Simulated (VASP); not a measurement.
A convergence study with VASP on HfO$_{2}$ (fluorite): one setting is varied, all else stays as given below, so the limit is that of these other settings. Each run relaxes cell and ions from the cell shown. The basis is that of the starting cell, so low cut-offs carry a Pulay error.

```
HfO2
1.0
    0.00000     2.54000     2.54000
    2.54000     0.00000     2.54000
    2.54000     2.54000     0.00000
Hf O
1 2
Direct
  0.00000   0.00000   0.00000
  0.25000   0.25000   0.25000
  0.75000   0.75000   0.75000
```

All values below come from PBEsol GGA, VASP's PBE PAW potentials (set 64) (plane waves; VASP 6.6.1). The tightest run used: 800 eV cut-off, 6×6×6 Γ-centred mesh, Gaussian smearing of 0.050 eV, potentials Hf_pv O.

Unless said otherwise, spin-orbit coupling is left out, though it shifts the bands of the heavy elements here. Gaps are read on the run's mesh, which can miss a band edge.

Problem. The settings run are ENCUT = 250; ENCUT = 300; ENCUT = 350; ENCUT = 400; ENCUT = 450; ENCUT = 500; ENCUT = 550; ENCUT = 600; ENCUT = 650; ENCUT = 700; ENCUT = 750; ENCUT = 800. From which on does the relaxed volume stay within 0.1 Å³/atom of the tightest run?

Solution. From ENCUT = 450 on: it is off by 0.034 there and by no more than 0.1 in any finer run, while ENCUT = 400 is off by 0.169.
```json
[
 {"setting": "ENCUT = 250", "relaxed volume (Å³/atom)": "8.879", "E (eV/atom)": "-11.5770", "gap on the mesh (eV)": "4.225", "plane waves": "304", "difference judged (Å³/atom)": "1.665"},
 {"setting": "ENCUT = 300", "relaxed volume (Å³/atom)": "9.592", "E (eV/atom)": "-10.8986", "gap on the mesh (eV)": "4.073", "plane waves": "397", "difference judged (Å³/atom)": "0.952"},
 {"setting": "ENCUT = 350", "relaxed volume (Å³/atom)": "10.073", "E (eV/atom)": "-10.6373", "gap on the mesh (eV)": "3.870", "plane waves": "531", "difference judged (Å³/atom)": "0.471"},
 {"setting": "ENCUT = 400", "relaxed volume (Å³/atom)": "10.375", "E (eV/atom)": "-10.5720", "gap on the mesh (eV)": "3.795", "plane waves": "609", "difference judged (Å³/atom)": "0.169"},
 {"setting": "ENCUT = 450", "relaxed volume (Å³/atom)": "10.510", "E (eV/atom)": "-10.5519", "gap on the mesh (eV)": "3.758", "plane waves": "725", "difference judged (Å³/atom)": "0.034"},
 {"setting": "ENCUT = 500", "relaxed volume (Å³/atom)": "10.540", "E (eV/atom)": "-10.5463", "gap on the mesh (eV)": "3.748", "plane waves": "869", "difference judged (Å³/atom)": "0.003"},
 {"setting": "ENCUT = 550", "relaxed volume (Å³/atom)": "10.538", "E (eV/atom)": "-10.5467", "gap on the mesh (eV)": "3.749", "plane waves": "982", "difference judged (Å³/atom)": "0.006"},
 {"setting": "ENCUT = 600", "relaxed volume (Å³/atom)": "10.531", "E (eV/atom)": "-10.5484", "gap on the mesh (eV)": "3.752", "plane waves": "1113", "difference judged (Å³/atom)": "0.012"},
 {"setting": "ENCUT = 650", "relaxed volume (Å³/atom)": "10.530", "E (eV/atom)": "-10.5497", "gap on the mesh (eV)": "3.753", "plane waves": "1258", "difference judged (Å³/atom)": "0.014"},
 {"setting": "ENCUT = 700", "relaxed volume (Å³/atom)": "10.534", "E (eV/atom)": "-10.5503", "gap on the mesh (eV)": "3.753", "plane waves": "1411", "difference judged (Å³/atom)": "0.010"},
 {"setting": "ENCUT = 750", "relaxed volume (Å³/atom)": "10.543", "E (eV/atom)": "-10.5504", "gap on the mesh (eV)": "3.751", "plane waves": "1544", "difference judged (Å³/atom)": "0.000"},
 {"setting": "ENCUT = 800", "relaxed volume (Å³/atom)": "10.544", "E (eV/atom)": "-10.5503", "gap on the mesh (eV)": "3.751", "plane waves": "1700", "difference judged (Å³/atom)": "0.000"}
]
```

Left out are rungs that failed or repeat a setting and relaxations that didn't move; long series are thinned to 24 rows.

The compound is HfO2 in the fluorite structure, the high-temperature cubic form, which is unstable at 0 K; the monoclinic form is the stable one.
